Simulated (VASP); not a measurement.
Computed with LDA (Ceperley-Alder, Perdew-Zunger), VASP's LDA PAW potentials (set 64) (plane waves; VASP).

Input for VASP

**INCAR**
```
# general
SYSTEM =MoTe2
PREC   =Accurate
ENCUT  =520
LREAL  =.False.
LASPH  =.True.

# electronic loop
EDIFF  =1E-7
NELM   =100
ALGO   =Normal
LMAXMIX=4

# smearing
ISMEAR =0
SIGMA  =0.05

# ions
IBRION =2
NSW    =30
ISIF   =4
EDIFFG =-0.01

# output
LWAVE  =.False.
LCHARG =.False.
```

POSCAR:
```
MoTe2
1.0
  1.7540411396  -3.0380879635   0.0000000000
  1.7540411396   3.0380879635   0.0000000000
  0.0000000000   0.0000000000  13.8996549018
Te Mo
4 2
Direct
  0.3333330000   0.6666670000   0.8807382539
  0.6666670000   0.3333330000   0.3807382539
  0.6666670000   0.3333330000   0.1192617461
  0.3333330000   0.6666670000   0.6192617461
  0.3333330000   0.6666670000   0.2500000000
  0.6666670000   0.3333330000   0.7500000000
```

KPOINTS:
```
Automatic mesh
0
Gamma
7 7 2
0 0 0
```

POTCAR, in this order: Te Mo_sv (LDA.64 set). Program: vasp_std.

Output of the run:

File OSZICAR:
```
       N       E                     dE             d eps       ncg     rms          rms(c)
DAV:   1     0.423708479610E+03    0.42371E+03   -0.26898E+04  1136   0.150E+03
DAV:   2    -0.156277349445E+02   -0.43934E+03   -0.43103E+03  1223   0.363E+02
DAV:   3    -0.418743668873E+02   -0.26247E+02   -0.25756E+02  1239   0.735E+01
DAV:   4    -0.426263414889E+02   -0.75197E+00   -0.74868E+00  1229   0.120E+01
DAV:   5    -0.426476932127E+02   -0.21352E-01   -0.21343E-01  1290   0.212E+00    0.223E+01
DAV:   6    -0.417568943298E+02    0.89080E+00   -0.93810E+00  1212   0.161E+01    0.899E+00
DAV:   7    -0.416470815106E+02    0.10981E+00   -0.86522E+00  1134   0.127E+01    0.646E+00
DAV:   8    -0.412303831504E+02    0.41670E+00   -0.17682E+00  1208   0.631E+00    0.305E+00
DAV:   9    -0.412308589817E+02   -0.47583E-03   -0.26817E-01  1283   0.233E+00    0.128E+00
DAV:  10    -0.412223658313E+02    0.84932E-02   -0.57192E-02  1204   0.124E+00    0.293E-01
DAV:  11    -0.412225029155E+02   -0.13708E-03   -0.28665E-03  1317   0.268E-01    0.291E-01
DAV:  12    -0.412224952287E+02    0.76868E-05   -0.29053E-04  1202   0.754E-02    0.173E-01
DAV:  13    -0.412224428682E+02    0.52361E-04   -0.13354E-04  1293   0.661E-02    0.944E-02
DAV:  14    -0.412224375243E+02    0.53439E-05   -0.16683E-05  1269   0.175E-02    0.506E-02
DAV:  15    -0.412224369773E+02    0.54699E-06   -0.57309E-07  1053   0.439E-03    0.321E-02
DAV:  16    -0.412224359431E+02    0.10343E-05   -0.26483E-06  1228   0.744E-03    0.154E-02
DAV:  17    -0.412224357756E+02    0.16744E-06   -0.63179E-07   995   0.354E-03    0.281E-03
DAV:  18    -0.412224357515E+02    0.24135E-07   -0.54465E-08   629   0.118E-03
   1 F= -.41222436E+02 E0= -.41222436E+02  d E =-.412224E+02
       N       E                     dE             d eps       ncg     rms          rms(c)
DAV:   1    -0.412483129671E+02   -0.25877E-01   -0.94538E-01  1028   0.571E+00    0.801E-01
DAV:   2    -0.412428243881E+02    0.54886E-02   -0.53377E-02  1155   0.107E+00    0.425E-01
DAV:   3    -0.412414777916E+02    0.13466E-02   -0.16676E-02  1191   0.677E-01    0.425E-01
DAV:   4    -0.412405056246E+02    0.97217E-03   -0.29461E-03  1271   0.262E-01    0.189E-01
DAV:   5    -0.412404019972E+02    0.10363E-03   -0.12224E-03  1302   0.160E-01    0.655E-02
DAV:   6    -0.412403882278E+02    0.13769E-04   -0.11840E-04  1217   0.528E-02    0.834E-02
DAV:   7    -0.412403873557E+02    0.87214E-06   -0.12695E-05  1161   0.181E-02    0.336E-02
DAV:   8    -0.412403866985E+02    0.65718E-06   -0.15004E-06  1230   0.703E-03    0.150E-02
DAV:   9    -0.412403865382E+02    0.16025E-06   -0.55410E-07   949   0.325E-03    0.668E-03
DAV:  10    -0.412403865253E+02    0.12936E-07   -0.32329E-08   601   0.930E-04
   2 F= -.41240387E+02 E0= -.41240387E+02  d E =-.179508E-01
       N       E                     dE             d eps       ncg     rms          rms(c)
DAV:   1    -0.412404754671E+02   -0.88929E-04   -0.35064E-03  1028   0.349E-01    0.489E-02
DAV:   2    -0.412404541183E+02    0.21349E-04   -0.20637E-04  1177   0.662E-02    0.268E-02
DAV:   3    -0.412404490402E+02    0.50781E-05   -0.67271E-05  1242   0.427E-02    0.271E-02
DAV:   4    -0.412404451220E+02    0.39182E-05   -0.11581E-05  1257   0.164E-02    0.119E-02
DAV:   5    -0.412404446865E+02    0.43547E-06   -0.51507E-06  1278   0.104E-02    0.410E-03
DAV:   6    -0.412404446296E+02    0.56933E-07   -0.50298E-07   971   0.346E-03
   3 F= -.41240445E+02 E0= -.41240445E+02  d E =-.180089E-01
       N       E                     dE             d eps       ncg     rms          rms(c)
DAV:   1    -0.412608380593E+02   -0.20393E-01   -0.81813E-01   992   0.587E+00    0.114E+00
DAV:   2    -0.412500024920E+02    0.10836E-01   -0.62196E-02  1162   0.130E+00    0.627E-01
DAV:   3    -0.412474110619E+02    0.25914E-02   -0.94360E-03  1211   0.522E-01    0.189E-01
DAV:   4    -0.412465303155E+02    0.88075E-03   -0.41236E-03  1148   0.305E-01    0.242E-01
DAV:   5    -0.412463676939E+02    0.16262E-03   -0.81938E-04  1279   0.132E-01    0.255E-02
DAV:   6    -0.412463676914E+02    0.25029E-08   -0.45615E-05  1125   0.311E-02    0.206E-02
DAV:   7    -0.412463679579E+02   -0.26646E-06   -0.26187E-06  1182   0.727E-03    0.968E-03
DAV:   8    -0.412463676006E+02    0.35727E-06   -0.35353E-06  1224   0.982E-03    0.409E-03
DAV:   9    -0.412463675507E+02    0.49862E-07   -0.30630E-07   857   0.310E-03
   4 F= -.41246368E+02 E0= -.41246368E+02  d E =-.592292E-02
       N       E                     dE             d eps       ncg     rms          rms(c)
DAV:   1    -0.412996580472E+02   -0.53290E-01   -0.27512E+00   992   0.108E+01    0.214E+00
DAV:   2    -0.412632090872E+02    0.36449E-01   -0.21649E-01  1176   0.241E+00    0.117E+00
DAV:   3    -0.412542976921E+02    0.89114E-02   -0.33487E-02  1203   0.970E-01    0.350E-01
DAV:   4    -0.412512941188E+02    0.30036E-02   -0.14232E-02  1155   0.558E-01    0.451E-01
DAV:   5    -0.412507215299E+02    0.57259E-03   -0.28136E-03  1285   0.244E-01    0.512E-02
DAV:   6    -0.412507214603E+02    0.69597E-07   -0.14759E-04  1125   0.556E-02    0.385E-02
DAV:   7    -0.412507223601E+02   -0.89984E-06   -0.86176E-06  1303   0.133E-02    0.184E-02
DAV:   8    -0.412507212605E+02    0.10996E-05   -0.11031E-05  1186   0.173E-02    0.777E-03
DAV:   9    -0.412507211154E+02    0.14512E-06   -0.94785E-07  1083   0.543E-03    0.563E-03
DAV:  10    -0.412507211183E+02   -0.28649E-08   -0.32720E-08   636   0.101E-03
   5 F= -.41250721E+02 E0= -.41250721E+02  d E =-.102765E-01
```

File OUTCAR:
```
------------------------ aborting loop because EDIFF is reached ----------------------------------------
  FORCE on cell =-STRESS in cart. coord.  units (eV):
  Direction    XX          YY          ZZ          XY          YZ          ZX
  --------------------------------------------------------------------------------------
  Total       -0.8590205     -0.8590203     -0.7978356      0.0000000     -0.0000000     -0.0000000
  in kB       -9.2905192     -9.2905171     -8.6287893      0.0000000     -0.0000000     -0.0000000
  external PRESSURE =      -9.0699419 kB  Pullay stress =       0.0000000 kB
  volume of cell :      148.14
      direct lattice vectors                 reciprocal lattice vectors
     1.744930716 -3.022308313 -0.000000000     0.286544328 -0.165436464  0.000000000
     1.744930716  3.022308313 -0.000000000     0.286544328  0.165436464 -0.000000000
    -0.000000000  0.000000000 14.045175939     0.000000000  0.000000000  0.071198823
 POSITION                                       TOTAL-FORCE (eV/Angst)
 -----------------------------------------------------------------------------------
      1.74493      1.00744     12.32982        -0.000000     -0.000000      0.007049
      1.74493     -1.00744      5.30723         0.000000     -0.000000      0.007049
      1.74493     -1.00744      1.71536        -0.000000     -0.000000     -0.007049
      1.74493      1.00744      8.73795        -0.000000     -0.000000     -0.007049
      1.74493      1.00744      3.51129         0.000000      0.000000      0.000000
      1.74493     -1.00744     10.53388        -0.000000     -0.000000      0.000000
 -----------------------------------------------------------------------------------
    total drift:                                0.000000      0.001609     -0.000023
  FREE ENERGIE OF THE ION-ELECTRON SYSTEM (eV)
  ---------------------------------------------------
  free  energy   TOTEN  =       -41.2507211183 eV

  energy  without entropy=      -41.2507211183  energy(sigma->0) =      -41.25072112

 reached required accuracy - stopping structural energy minimisation
```
(Selected blocks of OUTCAR.)

### CONTCAR
```
MoTe2
   1.00000000000000
     1.7449307159730274   -3.0223083127072208   -0.0000000000000000
     1.7449307159730274    3.0223083127072208   -0.0000000000000000
    -0.0000000000000000    0.0000000000000000   14.0451759386150297
  Te              Mo
     4     2
Direct
     0.3333330000000032    0.6666669999999968    0.8778683882640610
     0.6666669999999968    0.3333330000000032    0.3778683882640610
     0.6666669999999968    0.3333330000000032    0.1221316117359390
     0.3333330000000032    0.6666669999999968    0.6221316117359390
     0.3333330000000032    0.6666669999999968    0.2500000000000000
     0.6666669999999968    0.3333330000000032    0.7500000000000000
```

OUTCAR:
```
 val. band max:        8.1071977064   @ k =   0.0000   0.0000   0.0000

 cond. band min:       8.9767314442   @ k =   0.2857   0.1429   0.0000


 Fermi energy:         8.4404838164

 k-point     1 :       0.0000    0.0000    0.0000
  band No.  band energies     occupation
      1     -52.2941      2.00000
      2     -52.2941      2.00000
      3     -26.6722      2.00000
      4     -26.6722      2.00000
      5     -26.5156      2.00000
      6     -26.5155      2.00000
      7     -26.5155      2.00000
      8     -26.5155      2.00000
      9      -5.0055      2.00000
     10      -4.7141      2.00000
     11      -4.1123      2.00000
     12      -3.6494      2.00000
     13       2.2051      2.00000
     14       3.4453      2.00000
     15       4.9986      2.00000
     16       6.2833      2.00000
     17       6.2833      2.00000
     18       6.2964      2.00000
     19       6.2964      2.00000
     20       7.0229      2.00000
     21       7.0928      2.00000
     22       7.0929      2.00000
     23       7.1229      2.00000
     24       7.1230      2.00000
     25       7.7302      2.00000
     26       8.1072      2.00000
     27      11.1523      0.00000
     28      11.1523      0.00000
     29      11.2709      0.00000
     30      11.2709      0.00000
     31      11.4015      0.00000

 k-point     2 :       0.1429    0.0000    0.0000
  band No.  band energies     occupation
      1     -52.2919      2.00000
      2     -52.2919      2.00000
      3     -26.6659      2.00000
      4     -26.6659      2.00000
      5     -26.5435      2.00000
      6     -26.5435      2.00000
      7     -26.5220      2.00000
      8     -26.5220      2.00000
      9      -4.7111      2.00000
     10      -4.4237      2.00000
     11      -3.8979      2.00000
     12      -3.4606      2.00000
     13       2.5260      2.00000
     14       3.7460      2.00000
     15       4.8418      2.00000
     16       5.6619      2.00000
     17       5.7102      2.00000
...
```

Unless said otherwise, spin-orbit coupling is left out, though it shifts the bands of the heavy elements here.

The compound is MoTe2 in the 2H layered structure. This cell is one point of a volume scan, at 1.03 of the reference volume. Symmetry was kept, so distortions that lower it aren't found.
